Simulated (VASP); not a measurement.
Data:

```xyz
2
Lattice="3.6804 -1.8800 0.0000 3.6804 1.8800 0.0000 2.7200 0.0000 3.1114" Properties=species:S:1:pos:R:3 pbc="T T T"
As     2.2883     0.0000     0.7063
As     7.7924     0.0000     2.4051
```

Calculation: PBE GGA with D3 dispersion (Becke-Johnson damping), VASP's PBE PAW potentials (set 64) (plane waves; VASP). Settings: 520 eV cut-off, 11×11×11 Γ-centred mesh, first-order Methfessel-Paxton smearing of 0.10 eV, potentials As.

Energy and stress use the plane-wave basis of the starting cell.

**Question.** The ions, cell shape and volume are relaxed. Give the cell that the relaxation ends in.

**Answer.** 
```xyz
2
Lattice="3.5360 -1.8947 -0.0534 3.5360 1.8947 -0.0534 2.5682 0.0000 3.0823" Properties=species:S:1:pos:R:3 pbc="T T T"
As     2.2228     0.0000     0.6861
As     7.4173     0.0000     2.2894
```
Space group R-3m (166), at a tolerance of 0.03 Å.

**Question.** How do energy and volume change from the first to the last step?

**Answer.** The energy (σ→0) changes by -8.3 meV/atom and the volume by -2.9 %, in 11 ionic steps.

```
step  E(σ→0) (eV)  max force (eV/Å)  pressure (GPa)  volume (Å³)
----  -----------  ----------------  --------------  -----------
1        -10.1636             0.293            0.36        43.06
2        -10.1694             0.024           -1.03        43.35
3        -10.1694             0.008           -1.09        43.37
4        -10.1751             0.013           -0.67        42.78
5        -10.1793             0.041            0.09        41.91
6        -10.1794             0.044            0.28        41.72
7        -10.1802             0.028           -0.01        41.79
8        -10.1802             0.026           -0.03        41.80
9        -10.1802             0.001            0.07        41.76
10       -10.1802             0.004            0.07        41.77
11       -10.1802             0.002            0.00        41.82
```

The compound is As in the a7 structure. This run relaxes it. Symmetry was kept, so distortions that lower it aren't found.
